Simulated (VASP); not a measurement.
Consider the following.

```xyz
2
Lattice="0.0000 3.1234 3.1234 3.1234 0.0000 3.1234 3.1234 3.1234 0.0000" Properties=species:S:1:pos:R:3 pbc="T T T"
K      0.0000     0.0000     0.0000
Cl     3.1234     3.1234     3.1234
```

Method: optB88-vdW, VASP's PBE PAW potentials (set 64) (plane waves; VASP 6.6.1). Run with 520 eV cut-off, Gaussian smearing of 0.050 eV, potentials K_sv Cl.

Predict the band gap (along the path) with the smallest direct gap where there is one.

| Property | Result |
|---|---|
| band gap (along the path) | 5.14 eV |
| smallest direct gap (along the path) | 5.14 eV |

The compound is KCl in the rock salt structure. It was relaxed first.
